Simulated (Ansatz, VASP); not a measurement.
## Two plane-wave programs on Mg3CdS2

```xyz
12
Lattice="3.6434 0.0000 0.0000 -1.8217 3.1553 0.0000 0.0000 0.0000 21.4622" Properties=species:S:1:pos:R:3 pbc="T T T"
Mg    1.8217    1.0518   18.4117
Mg    0.0000    0.0000    0.0000
Mg    0.0000    2.1035    3.0505
Mg    0.0000    0.0000   10.7311
Mg    0.0000    2.1035    7.6806
Mg    1.8217    1.0518   13.7816
Cd    0.0000    0.0000    5.3655
Cd    0.0000    0.0000   16.0966
S     0.0000    2.1035   19.9419
S     1.8217    1.0518    1.5202
S     0.0000    2.1035   12.2513
S     1.8217    1.0518    9.2109
```

Alike in both runs: functional PBE; k mesh 5 × 5 × 1; occupations gaussian, width 0.2 eV; no spin polarisation.

Ansatz relaxed the structure, and its values are those at the end. VASP's run is a single point on that final structure, the one shown.

|  | VASP | Ansatz |
| --- | --- | --- |
| version | VASP 6.6.1 | Ansatz 0.2.0 |
| potentials or method | VASP PAW PBE potentials, release 64 (Mg, Cd, S) | scalar-relativistic, plane waves, PAW |
| plane-wave cutoff (eV) | 520 | 420 |
| valence electrons in the cell | 60 | 124 |

Ansatz gave:

```
gap on the k mesh at the Fermi level (eV) : 0.24
least direct gap on the mesh (eV)         : 0.24
pressure (GPa)                            : -0.4
rms of the force components (eV/Å)        : 0.011
```

Question: What did VASP give for the same quantities?

Answer: gap on the k mesh at the Fermi level (eV): 0.24; least direct gap on the mesh (eV): 0.24; pressure (GPa): -0.6; rms of the force components (eV/Å): 0.007.

The two sets of potentials don't hold the same shells in valence.

Caveats: an odd mesh through Γ misses points on the zone boundary, where band edges often lie.
